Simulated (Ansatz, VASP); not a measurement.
# Cross-check of P (black phosphorus) between VASP and Ansatz, part 2 of 2

One calculation is typed for both programs; each brings its own data sets. How far apart do they land? The cell is taken from a series of runs on this material, whose earlier steps may have relaxed, scaled, displaced or heated it; both programs get it as it stands.

VASP 6.6.1 and Ansatz 0.2.0.

So far. Step 2 (VASP: single point, HSE06): The run ends at a pressure of -2.62 GPa, with forces up to 0.41 eV/Å.

## Step 3: Ansatz: single point, HSE06

Level of this step: Ansatz beside VASP: Kohn-Sham DFT, plane waves, HSE06 (Ansatz).

Ansatz runs on its default PAW (the set named soft_2) files.

The same cell, functional, mesh and smearing now go to Ansatz.

input.yaml reads:

```yaml
crystal:
  lattice:
    - [1.6555957644, -5.6437758443, 0.0]
    - [1.6555957644, 5.6437758443, 0.0]
    - [0.0, 0.0, 4.5644138791]
  atoms:
    - { symbol: P, position: [0.093958011, 0.906041989, 0.0865313371] }
    - { symbol: P, position: [0.593958011, 0.406041989, 0.4134686629] }
    - { symbol: P, position: [0.906041989, 0.093958011, 0.9134686629] }
    - { symbol: P, position: [0.406041989, 0.593958011, 0.5865313371] }
basis:
  ecutwfc: 420
  xc_grid: 2
hamiltonian:
  xc: hse06
kpoints:
  mp_grid: { grid: [6, 6, 4] }
scf:
  occupations: { method: fermi_dirac, width: 0.01 }
  max_iter: 150
output:
  forces: true
  stress: true
checkpoint:
  write: "../hse06.run"
  compress: false
  write_wavefunctions: false
  write_every: 100000
```

The run is started by

```bash
$ ansatz run input.yaml --threads 4 --pin off --max-ram 9420MiB --backend cpu --events-out ev --progress --plain --runs-dir out
```

Numbers of over 12 decimals in the logs are rounded to 6 here.

The program printed:

```text
Warning: output.stress: scf.convergence.dr2_threshold = 1e-7 eV (the SCF's general default) is looser than the 4e-10 eV advised for a printed stress (1e-10 eV for each atom of the cell: 4). What an SCF threshold leaves in a stress goes as its square root, and in the free energy as the threshold itself, and one threshold admits the most on a small cell: [figures from the program's tests cut] Set scf.convergence.dr2_threshold to 4e-10 eV or tighter. The threshold is an SCF's pass mark: one that does not reach it within its budget of iterations ends unconverged, or closes short of it on a stop that the run arms, and scf.convergence.dr2_threshold's page says what that costs each kind of run
Warning: output.stress: scf.exx.energy_threshold = 1e-6 eV is looser than the 4e-8 eV advised for a stress under a hybrid functional (1e-8 eV for each atom of the cell: 4). Every SCF of the exchange loop can meet its threshold on dr2 while the loop round them stops early: no threshold on dr2 bounds what that leaves in the stress. Set scf.exx.energy_threshold to 4e-8 eV or tighter. The threshold is the loop's pass mark: a loop that does not reach it within its budget of cycles ends unconverged, and scf.exx.energy_threshold's page has the law
Engine: ansatz 0.2.0, aarch64-unknown-linux-gnu
Pseudopotentials: kind: paw
Pseudopotential: P, paw, valence charge 5, recommended cutoff 420 eV (normal), P.paw.azcp
Functional definition: HSE06
  parameter a = 0.25
  parameter omega = 0.11/bohr
  exchange = pbe_x - a*pbe_x_sr(omega) + a*exact_x_sr(omega)
  correlation = pbe_c
Crystal: 4 atoms, lattice volume = 85.298 Å³
Basis set: ecut = 420 eV, 1709 PW (Γ), exchange–correlation on 80×80×64 points (8 copies of the dense FFT grid, shifted against one another)
Bands: 14, of which v1, the nominal top of the filled ones, is band 10 counted from 1 (9 counted from 0)
Symmetry: 8 space group operations
Space group: Cmce (ITA 64), of the structure as read, at distance tolerance 4.4e-5 Å
k-points: 39 of 144
Non-local potential: P, projectors of the file, l = 0: 2, l = 1: 2, l = 2: 2
PAW form: soft (Blöchl's): semilocal exchange-correlation on the pseudo side does not see the compensation charge
PAW frozen core: P, regenerated for the run's functional, and the local potential with it (the file was generated under x = pbe(κ = 0.804, μ = 0.219515), c = pbe(β = 0.066725))
PAW one-centre angular grid: P, 110 points (default); XC on 64 Gauss nodes
Initial density: superposition of atomic densities (neutral atoms: chi_scale 0, normalization atom), corrected by the library's trained network
Initial wavefunctions: pseudopotential atomic-orbital guess
Functional: x = pbe(κ = 0.804, μ = 0.219515), c = pbe(β = 0.066725), warm-up for x = pbe(κ = 0.804, μ = 0.219515) + 0.25 (exact − pbe) at short range (hse, ω = 0.207870 Å⁻¹), c = pbe(β = 0.066725); HSE06 as pw.x's `hse` composes it (authors' and Libxc's form: `xc: wpbeh`)
SCF iter   1: F=—  HF=-3022.673628 eV  |F-HF|=—  |Δ(HF+E_count)|=         —  Δρ=2.00e-3  dr2=2.84e-3  ethr=1.77e-3  ⟨swp⟩=7.6  Hψ=2723  notcnv=0
preconditioner: auto → none  [insulator: Δε(μ)=0.136 eV  Ē_g=8.819 eV  σ=0.010 eV  W_gap=1.00  n_scr=12 (ndim 8)  ℏωp=18.0 eV  f_vac=0.000  D(μ)=0.00/eV (n_scr^D=0)]
iter 2 solved again at ethr=1.27e-6 eV; its pass at ethr=1.42e-5 eV (dr2=2.55e-4 eV) is discarded
SCF iter   2: F=—  HF=-3022.674083 eV  |F-HF|=—  |Δ(HF+E_count)|=   4.55e-4  Δρ=8.28e-4  dr2=2.56e-4  ethr=1.27e-6  ⟨swp⟩=2.4  Hψ=2929  notcnv=0  defer=7
SCF iter   3: F=—  HF=-3022.674188 eV  |F-HF|=—  |Δ(HF+E_count)|=   1.04e-4  Δρ=3.28e-4  dr2=4.63e-5  ethr=1.27e-6  ⟨swp⟩=3.1  Hψ=1277  notcnv=0  defer=7
SCF iter   4: F=—  HF=-3022.674227 eV  |F-HF|=—  |Δ(HF+E_count)|=   3.95e-5  Δρ=9.58e-5  dr2=1.31e-5  ethr=2.32e-7  ⟨swp⟩=3.1  Hψ=1256  notcnv=0  defer=6
SCF iter   5: F=-3022.674228 eV  HF=-3022.674228 eV  |F-HF|=4.59e-7  |Δ(HF+E_count)|=   4.22e-7  Δρ=2.49e-5  dr2=3.60e-7  ethr=6.55e-8  ⟨swp⟩=3.1  Hψ=1225  notcnv=0  defer=6
SCF 1 stopped early in 5 iterations: F = -3022.674228 eV  dr2 = 3.60e-7
  greatest PAW one-centre occupation: 0.810 electrons in one spin orbital (limit 2), on the P atom at site 3 (counted from 0), in its partial waves of l = 0
Initial density: handed on by an earlier stage of this run
Initial wavefunctions: those handed on with the density
Functional: x = pbe(κ = 0.804, μ = 0.219515) + 0.25 (exact − pbe) at short range (hse, ω = 0.207870 Å⁻¹), c = pbe(β = 0.066725); HSE06 as pw.x's `hse` composes it (authors' and Libxc's form: `xc: wpbeh`)
Exchange kernel: α = 0.2500, screened, ω = 0.2079 Å⁻¹, Wigner–Seitz truncation, v(0) = 1045.0206 eV·Å³, q-mesh 6×6×4, nearest image of the exchange supercell L = 18.26 Å, pair-density grid 24×24×20, without the augmentation charges, whose exchange is taken in its separable form by FFT convolution over the k-point mesh (sized by the pseudopotential files, 24×40×32 at the most), smooth part of the exact exchange by density-matrix convolution
Frozen-core exchange: fock
SCF iter   1: F=—  HF=-3024.453632 eV  |F-HF|=—  |Δ(HF+E_count)|=         —  Δρ=3.90e-3  dr2=1.30e-2  ethr=1.80e-8  ⟨swp⟩=10.6  Hψ=3966  notcnv=0
preconditioner: auto → none  [insulator: Δε(μ)=0.663 eV  Ē_g=10.227 eV  σ=0.010 eV  W_gap=1.00  n_scr=12 (ndim 8)  ℏωp=18.0 eV  f_vac=0.000  D(μ)=0.00/eV (n_scr^D=0)]
SCF iter   2: F=—  HF=-3024.448979 eV  |F-HF|=—  |Δ(HF+E_count)|=   4.65e-3  Δρ=1.56e-3  dr2=2.49e-3  ethr=1.80e-8  ⟨swp⟩=5.8  Hψ=2488  notcnv=0
SCF iter   3: F=—  HF=-3024.457573 eV  |F-HF|=—  |Δ(HF+E_count)|=   8.59e-3  Δρ=1.15e-3  dr2=9.64e-4  ethr=1.80e-8  ⟨swp⟩=5.8  Hψ=2467  notcnv=0
SCF iter   4: F=—  HF=-3024.457259 eV  |F-HF|=—  |Δ(HF+E_count)|=   3.14e-4  Δρ=2.23e-4  dr2=6.60e-5  ethr=1.80e-8  ⟨swp⟩=4.9  Hψ=1969  notcnv=0
SCF iter   5: F=—  HF=-3024.457560 eV  |F-HF|=—  |Δ(HF+E_count)|=   3.02e-4  Δρ=1.79e-4  dr2=4.05e-5  ethr=1.80e-8  ⟨swp⟩=4.8  Hψ=1779  notcnv=0
SCF iter   6: F=-3024.457546 eV  HF=-3024.457548 eV  |F-HF|=1.75e-6  |Δ(HF+E_count)|=   1.24e-5  Δρ=3.07e-5  dr2=3.58e-6  ethr=1.80e-8  ⟨swp⟩=4.0  Hψ=1605  notcnv=0
SCF 2 stopped early in 6 iterations: F = -3024.457546 eV  dr2 = 3.58e-6
  Residual-converged pass: ⟨swp⟩=3.9  Hψ=1419  notcnv=0  max |occ|·‖R‖ = 6.6e-6 eV (tolerance 6.7e-6 eV)  dr2=3.58e-6  dr2_onsite=1.39e-8  max |Δocc| = 2.2e-21
  greatest PAW one-centre occupation: 0.805 electrons in one spin orbital (limit 2), on the P atom at site 3 (counted from 0), in its partial waves of l = 0
hybrid outer 1: dexx = +1.104e-2 eV, tail = 1.02e-5 eV
Exchange kernel: α = 0.2500, screened, ω = 0.2079 Å⁻¹, Wigner–Seitz truncation, v(0) = 1045.0206 eV·Å³, q-mesh 6×6×4, nearest image of the exchange supercell L = 18.26 Å, pair-density grid 24×24×20, without the augmentation charges, whose exchange is taken in its separable form by FFT convolution over the k-point mesh (sized by the pseudopotential files, 24×40×32 at the most), smooth part of the exact exchange by density-matrix convolution
Frozen-core exchange: fock
SCF iter   1: F=—  HF=-3024.457591 eV  |F-HF|=—  |Δ(HF+E_count)|=         —  Δρ=2.33e-5  dr2=5.10e-7  ethr=2.55e-7  ⟨swp⟩=4.2  Hψ=1417  notcnv=0
preconditioner: auto → none  [insulator: Δε(μ)=0.736 eV  Ē_g=10.251 eV  σ=0.010 eV  W_gap=1.00  n_scr=12 (ndim 8)  ℏωp=18.0 eV  f_vac=0.000  D(μ)=0.00/eV (n_scr^D=0)]
SCF iter   2: F=—  HF=-3024.457591 eV  |F-HF|=—  |Δ(HF+E_count)|=   4.33e-9  Δρ=6.74e-6  dr2=1.20e-7  ethr=2.05e-9  ⟨swp⟩=3.4  Hψ=1311  notcnv=0
SCF iter   3: F=—  HF=-3024.457592 eV  |F-HF|=—  |Δ(HF+E_count)|=   7.72e-7  Δρ=7.58e-6  dr2=8.75e-8  ethr=1.03e-10  ⟨swp⟩=4.5  Hψ=1769  notcnv=0  defer=2
SCF iter   4: F=—  HF=-3024.457592 eV  |F-HF|=—  |Δ(HF+E_count)|=   2.83e-8  Δρ=8.48e-7  dr2=4.59e-9  ethr=1.03e-10  ⟨swp⟩=3.4  Hψ=1262  notcnv=0
SCF iter   5: F=—  HF=-3024.457592 eV  |F-HF|=—  |Δ(HF+E_count)|=   3.04e-8  Δρ=1.50e-6  dr2=1.95e-9  ethr=1.66e-12  ⟨swp⟩=5.1  Hψ=1933  notcnv=0  defer=4
SCF iter   6: F=-3024.457592 eV  HF=-3024.457592 eV  |F-HF|=4.55e-13  |Δ(HF+E_count)|=  6.74e-10  Δρ=1.90e-7  dr2=3.00e-10  ethr=1.66e-12  ⟨swp⟩=3.2  Hψ=1341  notcnv=0
SCF 3 converged in 6 iterations: F = -3024.457592 eV  dr2 = 3.00e-10
  Residual-converged pass: ⟨swp⟩=3.1  Hψ=1164  notcnv=0  max |occ|·‖R‖ = 3.9e-7 eV (tolerance 3.9e-7 eV)  dr2=3.00e-10  dr2_onsite=4.38e-13  max |Δocc| = 4.3e-25
hybrid outer 2: dexx = +1.008e-6 eV, tail = 2.03e-9 eV, Δε = 1.57e-3 eV (about 2.14e-5 eV left of the loop's levels), ΔF = 3.57e-4 eV/Å (tail 1.20e-4)
hybrid SCF converged: 2 outer / 12 inner (+5 warm-up), last move |dexx| = 1.01e-6 eV, tail = 2.03e-9 eV
Stability not checked: this state was not tested for a lower state beside it, because the functional holds exact exchange (a hybrid, or Hartree-Fock), whose exchange loop this test does not read (fock_operator; see scf.lower_state_search)
Free energy (F): -3024.457592 eV
Frozen-core exchange: fock
Harris-Foulkes:  -3024.457592 eV  (|F-HF|=4.55e-13)
Internal energy: -3024.457592 eV  (E = F + TS)
E sigma→0 (E₀):  -3024.457592 eV
Fermi energy:    6.291332 eV
--- Per-component energies (eV) ---
  E_band       = -27.331152
  E_kinetic    = 277.398778
  E_local      = -364.632051  (includes V_loc(G=0)·N_el)
  E_nonlocal   = 133.694776
  E_hartree    = 108.198141
  E_xc         = -199.159472
  E_vxc        = -195.613033  (∫ρ·V_xc dr)
  E_exx        = -31.915943  (= α·E_x^exact, valence–valence)
  E_paw        = -2291.799123  (= ΣΔE_a)
  E_vpaw       = -30.743973  (= ΣTr[D̂ρ^β])
  E_aug_tail   = 0.000013  (compensation charges beyond the density's cutoff)
  E_ewald      = -655.940103
  E_core_change = -0.302608  (= ΣΔE_core)
  E_smearing   = -0.000000  (= −TS)
  E_closure    = 0.000000  (closes the sum)
  Σ components = -3024.457592   (vs F -3024.457592, Δ=0.00e0)
--- Forces (eV/Å), atoms counted from 1 ---
  atom   1  P      0.00000000     0.26707086     0.19547693
  atom   2  P      0.00000000     0.26707086    -0.19547693
  atom   3  P      0.00000000    -0.26707086    -0.19547693
  atom   4  P      0.00000000    -0.26707086     0.19547693
  max |Σ_I F_I| component: 2.60e-18 eV/Å
--- Stress (GPa, compression-positive) ---
       -1.795067       0.000000       0.000000
        0.000000      -2.237605       0.000000
        0.000000       0.000000      -2.262326
  P = ⅓ Tr σ = -2.0983 GPa (-20.983 kbar)
--- Band table (eV; the first three rows and the last of 39) ---
  k-point 0: bands = [... 6 lower, 1.7714, 3.0679, 3.4242, 4.8310, 7.2989, 7.8319]
  k-point 1: bands = [... 6 lower, 2.0247, 3.2264, 3.2531, 4.5213, 8.0810, 8.2724]
  k-point 2: bands = [... 6 lower, 2.6462, 2.6462, 4.2900, 4.2900, 8.2292, 8.2292]
  k-point 38: bands = [... 6 lower, 2.8775, 2.8775, 3.9987, 3.9987, 8.1980, 8.1980]
  guard bands above this table: 2 of the run's 14 bands. The solve was not asked for them (output.publish_guard_bands: true or output.eigenvalues: true publishes all)
```

The run ends at a pressure of -2.10 GPa, with forces up to 0.33 eV/Å.

## Step 4: Side by side

Known differences besides the potentials themselves: exact exchange at q = 0 is treated differently, which shows on coarse meshes; VASP keeps PBE cores, Ansatz makes them for the functional; the cutoff is 420 eV in Ansatz and 400 eV in VASP; VASP takes a coarser grid for exact exchange (PRECFOCK = Fast). Total energies have different zeros and are not compared.

Compared:

```
              quantity  Ansatz   VASP  difference
        pressure (GPa)   -2.10  -2.62       +0.52
gap on the k mesh (eV)   0.736  0.757      -0.021
```

Forces (eV/Å; atoms numbered as in POSCAR):

```csv
atom,"Ansatz x, y, z","VASP x, y, z"
P1,"0.000, 0.267, 0.195","0.000, 0.325, 0.252"
P2,"0.000, 0.267, -0.195","0.000, 0.325, -0.252"
P3,"0.000, -0.267, -0.195","0.000, -0.325, -0.252"
P4,"0.000, -0.267, 0.195","0.000, -0.325, 0.252"
```

The forces differ by 47 meV/Å r.m.s., which is 19.7 % of the r.m.s. force of 0.238 eV/Å (both taken over all components). A gap on the mesh is an upper bound, since the band edges may lie between its points.

## Step 5: Summary of results

| Item | Value |
| --- | --- |
| r.m.s. force difference (single point, HSE06) | 20 % of the r.m.s. force |
| difference in pressure (single point, HSE06) | 0.52 GPa |

The r.m.s. force difference is 20 % of the r.m.s. force (single point, HSE06), beyond the 3 % picked in this series as the mark of a large difference. What causes the difference of the single point, HSE06 pair stays open here. How closely two codes agree says nothing of how well the functional describes the real material.

[Lines on the potential files, build, host, timing and source positions are cut from VASP's logs without a mark.]

[Logs are printed without paths, hosts, clocks, repeated set-up lines and the standing remarks that a program may print on its own settings, such as how far it seeks lower states.]

[Hosts, paths, dates, database ids (printed as entryN), source tags and the programs' standing remarks are cut or masked in the printed files.]
